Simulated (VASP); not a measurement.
An input for Ansatz (written as the equivalent of a VASP run, and not itself run):

Ansatz 0.2 input:
```yaml
crystal:
  lattice:
    - [0.0000000, 2.7524260, 2.7524260]
    - [2.7524260, 0.0000000, 2.7524260]
    - [2.7524260, 2.7524260, 0.0000000]
  atoms:
    - { symbol: Al, position: [0.0000000, 0.0000000, 0.0000000] }
    - { symbol: As, position: [0.2500000, 0.2500000, 0.2500000] }
kpoints:
  mp_grid: { grid: [4, 4, 4] }
hamiltonian:
  xc: pbe
  pseudopotentials: { kind: paw }
scf:
  occupations: { method: gaussian, width: 0.01 }
  max_iter: 100
output: { forces: true, stress: true, eigenvalues: true }
```

Question: Write the VASP files for the same calculation (PBE).

Answer: This is not unique; one that fits is 
File POSCAR:
```
AlAs
3.8925180
  0.0000000000   0.7071068136   0.7071068136
  0.7071068136   0.0000000000   0.7071068136
  0.7071068136   0.7071068136   0.0000000000
Al As
1 1
Cartesian
  0.0000000000   0.0000000000   0.0000000000
  0.3535534068   0.3535534068   0.3535534068
```

**KPOINTS**
```
Automatic mesh
0
Gamma
4 4 4
0 0 0
```

**INCAR**
```
PREC  =  Normal
SYSTEM  =  AlAs
LASPH  =  T
LWAVE  =  T
EDIFF  =  1E-8
SIGMA  =  0.01   # width (eV)
ALGO  =  Normal   # blocked Davidson
ENCUT  =  350
NELM  =  100
LREAL  =  F   # projection in real space or not
GGA  =  PE
ISMEAR  =  0   # Gaussian
LCHARG  =  F
```

POTCAR, in this order: Al_GW As_GW (PBE.64 set). Program: vasp_std.

Limits of the translation: each code has its own PAW files, so the cut-off isn't converted (ENCUT is set for VASP's; basis.ecutwfc is left out, and Ansatz then takes the one that its files recommend); Ansatz stops its SCF on the density residual and VASP on the energy change (EDIFF).

The compound is AlAs in the zinc blende structure. This cell is one point of a volume scan, at 0.92 of the reference volume. The k-mesh is coarse (spacing up to 0.49 per Å, 2π included), so the numbers may not be converged in it.
